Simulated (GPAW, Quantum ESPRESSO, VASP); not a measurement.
# Code comparison for Os₃Ta (Pm-3m, 4 atoms in the cell)

Self-consistent single point.

```xyz
4
Lattice="3.9150 0.0000 0.0000 0.0000 3.9150 0.0000 0.0000 0.0000 3.9150" Properties=species:S:1:pos:R:3 pbc="T T T"
Ta     0.0000     0.0000     0.0000
Os     0.0000     1.9575     1.9575
Os     1.9575     0.0000     1.9575
Os     1.9575     1.9575     0.0000
```

Shared settings, as Quantum ESPRESSO writes them: occupations = smearing; smearing = fermi-dirac; degauss = 0.0073499 Ry; K_POINTS = automatic 3 3 3 0 0 0. Potentials and cutoffs stand in the table.

| code | model | pressure (GPa) | cutoff |
|---|---|---|---|
| VASP | PBEsol, VASP's PBE PAW potentials (set 64) | -7.20 | 300 eV |
| GPAW | PBEsol, GPAW PAW datasets PBEsol (made by gpaw-setup) | -7.48 | 550 eV |
| Quantum ESPRESSO | PBEsol, PseudoDojo standard norm-conserving (PBESOL) pseudopotentials | -6.47 | 75 Ry |

On VASP's run: spin-orbit coupling is off. Spin polarisation is off.

The spread over the programs that give each value: pressure within 1.01 GPa.

On the base mesh (7 7 7 0 0 0) the same programs gave: GPAW pressure -7.34 GPa; Quantum ESPRESSO pressure -6.28 GPa; VASP pressure -6.95 GPa.

VASP's run is marked for a possible Pulay error in its stress at this cutoff; no cutoff test was made.

The starting cell comes from a database of computed structures (which also holds hypothetical and non-ambient phases and stackings), without a prior relaxation at this level.

Left out of this page: Ansatz, ABINIT, Elk and FLEUR (not drawn, or without a comparable value); CP2K (on another mesh); SIESTA (failed or unconverged).
